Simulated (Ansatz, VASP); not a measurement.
# H30C179 (C(110) slab, H on the bottom face) in two plane-wave programs, part 2 of 2

One calculation is typed for both programs; each brings its own data sets. How far apart do they land? The cell is taken from a series of runs on this material, whose earlier steps may have relaxed, scaled, displaced or heated it; both programs get it as it stands.

VASP 6.6.1 and Ansatz 0.2.0.

So far: Set-up; Ansatz: single point, PBE with D3(BJ).

## (3) VASP: single point, PBE with D3(BJ)

Level of this step: PBE with D3(BJ); plane waves and PAW (C, H) (VASP).

The same cell, functional, mesh and smearing now go to VASP, with its own data sets.

Lines of VASP's logs that name or quote its potential files are left out, and so is its time.

Contents of INCAR:

```
SYSTEM = H30C179
PREC = Accurate
ENCUT = 520
EDIFF = 1E-06
NELM = 120
ISMEAR = -1
SIGMA = 0.05
LREAL = Auto
ALGO = Normal
GGA = PE
IVDW = 12
NBANDS = 519
LORBIT = 11
LWAVE = .FALSE.
LCHARG = .FALSE.
ISIF = 2
LASPH = .TRUE.
GGA_COMPAT = .FALSE.
EFERMI = MIDGAP
```

Contents of POSCAR:

```
H30C179
1.0
   12.6112490000      0.0000000000      0.0000000000
    0.0000000000     10.7010000000      0.0000000000
    0.0000000000      0.0000000000     19.1956060000
C H
179 30
Direct
    0.9004660000      0.1654380000      0.3586750000
    0.9996070000      0.0851570000      0.3587620000
[... 2 atom lines left out ...]
    0.9009820000      0.1686190000      0.4894830000
[... 1 atom line left out ...]
    0.0013380000      0.0006780000      0.5550700000
[... 1 atom line left out ...]
    0.9014520000      0.1637690000      0.6220840000
[... 33 atom lines left out ...]
    0.3996140000      0.0003140000      0.5548980000
[... 20 atom lines left out ...]
    0.9009840000      0.9176870000      0.4238180000
    0.8999420000      0.8342140000      0.4898250000
[... 2 atom lines left out ...]
    0.8986110000      0.9169690000      0.5552460000
    0.8998940000      0.8312540000      0.6242980000
[... 2 atom lines left out ...]
    0.9006640000      0.9281500000      0.6799220000
[... 2 atom lines left out ...]
    0.6000180000      0.0010900000      0.4232880000
[... 1 atom line left out ...]
    0.4997180000      0.1680850000      0.4891690000
    0.6008420000      0.0829760000      0.4891710000
    0.5932630000      0.0050350000      0.5531700000
[... 1 atom line left out ...]
    0.4999560000      0.1628020000      0.6214130000
    0.6015060000      0.0830090000      0.6206630000
    0.5990470000      0.9916320000      0.6790650000
[... 27 atom lines left out ...]
    0.8005350000      0.0010190000      0.4249930000
[... 1 atom line left out ...]
    0.7004080000      0.1672530000      0.4895800000
    0.7999670000      0.0832840000      0.4901370000
    0.8086530000      0.0070330000      0.5546860000
    0.7004850000      0.2501360000      0.5547260000
    0.7006170000      0.1618330000      0.6212150000
    0.8002100000      0.0839990000      0.6214800000
    0.8022900000      0.9914380000      0.6795110000
[... 32 atom lines left out ...]
    0.7001810000      0.5849530000      0.5557280000
[... 6 atom lines left out ...]
    0.5991090000      0.6680240000      0.4240030000
    0.5001250000      0.9169920000      0.4239890000
    0.4996810000      0.8331760000      0.4895750000
    0.6002610000      0.7527120000      0.4908540000
    0.6008850000      0.6681480000      0.5561240000
    0.5017830000      0.9164130000      0.5548310000
    0.5010190000      0.8311830000      0.6240120000
    0.6004640000      0.7536650000      0.6245970000
    0.5995970000      0.6529090000      0.6793880000
    0.5004080000      0.9282710000      0.6795770000
    0.6983600000      0.8339990000      0.3589510000
[... 1 atom line left out ...]
    0.7972610000      0.6673130000      0.4240990000
    0.6999330000      0.9167530000      0.4236320000
    0.6987060000      0.8321070000      0.4855090000
    0.7984930000      0.7537410000      0.4910720000
    0.7993800000      0.6684730000      0.5561710000
    0.7006760000      0.8219820000      0.6362160000
    0.8004550000      0.7535560000      0.6248470000
    0.8013240000      0.6528130000      0.6796300000
    0.7006430000      0.9257880000      0.6758880000
[... 29 atom lines left out ...]
    0.7984990000      0.6939410000      0.3126830000
```

Contents of KPOINTS:

```
Automatic mesh
0
Gamma
1 1 1
0 0 0
```

PAW data sets: C and H (PBE family, release 64).

Run with:

```
> export OMP_NUM_THREADS=3
> mpirun -np 1 vasp_gam
```

The log of the run:

```text
[banner, memory and clock lines left out]
running    1 mpi-ranks, on    1 nodes
[...]
Offloading initialized ...    1 GPUs detected
[...]
LDA part: xc-table for (Slater+PW92), standard interpolation
 POSCAR, INCAR and KPOINTS ok, starting setup
[...]
entering main loop
       N       E                     dE             d eps       ncg     rms          rms(c)
DAV:   1     0.739094755705E+04    0.73909E+04   -0.39526E+05  1054   0.135E+03
DAV:   2    -0.860541001641E+03   -0.82515E+04   -0.78252E+04  1476   0.339E+02
DAV:   3    -0.173866407211E+04   -0.87812E+03   -0.86648E+03  1300   0.115E+02
DAV:   4    -0.176865360787E+04   -0.29990E+02   -0.29875E+02  1380   0.233E+01
[...]
DAV:  29    -0.168595582584E+04   -0.95628E-05   -0.65193E-07   820   0.631E-04    0.832E-04
DAV:  30    -0.168595582904E+04   -0.31988E-05   -0.28498E-07   836   0.444E-04    0.307E-04
DAV:  31    -0.168595582956E+04   -0.52070E-06   -0.63521E-08   852   0.243E-04
   1 F= -.17154073E+04 E0= -.17153544E+04  d E =-.105922E+00
```

From OUTCAR (step 3):

```text
  FREE ENERGIE OF THE ION-ELECTRON SYSTEM (eV)
  ---------------------------------------------------
  free  energy   TOTEN  =     -1715.4073466416 eV

  energy  without entropy=    -1715.3014241864  energy(sigma->0) =    -1715.35438541
```

## (4) Differences

Known differences besides the potentials themselves: Ansatz takes its cutoff from its data sets, VASP runs at 520 eV. Total energies have different zeros and are not compared.

Compared:

```
              quantity  Ansatz   VASP  difference
gap on the k mesh (eV)   0.147  0.147       0.000
```

Forces on 10 of the 209 atoms, those with the largest forces and the largest differences (eV/Å; atoms numbered as in POSCAR):

| atom | Ansatz x, y, z | VASP x, y, z |
| --- | --- | --- |
| C14 | -0.237, 3.258, -1.496 | -0.239, 3.278, -1.504 |
| C24 | 0.000, 0.001, -0.001 | -0.008, -0.016, 0.034 |
| C26 | 0.460, 2.340, 2.054 | 0.460, 2.341, 2.043 |
| C37 | -0.397, -2.383, 1.392 | -0.406, -2.381, 1.383 |
| C38 | 0.401, 1.974, 2.023 | 0.401, 1.965, 2.020 |
| C48 | 0.001, 0.001, -0.003 | -0.005, -0.014, 0.032 |
| C85 | 1.449, -2.285, 2.903 | 1.464, -2.278, 2.896 |
| C119 | -0.007, 0.003, 0.010 | -0.018, 0.025, 0.040 |
| C121 | 0.493, -2.798, 2.510 | 0.489, -2.797, 2.500 |
| C145 | -0.244, -2.820, 3.648 | -0.243, -2.810, 3.642 |

The forces differ by 11 meV/Å r.m.s., which is 1.8 % of the r.m.s. force of 0.606 eV/Å (both taken over all components). A gap on the mesh is an upper bound, since the band edges may lie between its points. With vacuum in the cell, a pressure given here is an average over mostly empty space and none of the material.

## (5) Outcome

- r.m.s. force difference (single point, PBE with D3(BJ)): 1.8 % of the r.m.s. force

**Reading.** The r.m.s. force difference is 1.8 % of the r.m.s. force (single point, PBE with D3(BJ)), within the 3 % picked in this series as the mark of a large difference. Such differences can come from data sets, numerical settings and the points named under the comparisons, not from the functional's error against experiment.

[Lines on the potential files, build, host, timing and source positions are cut from VASP's logs without a mark.]

[Logs are printed without paths, hosts, clocks, repeated set-up lines and the standing remarks that a program may print on its own settings, such as how far it seeks lower states.]

[Hosts, paths, dates, database ids (printed as entryN), source tags and the programs' standing remarks are cut or masked in the printed files.]
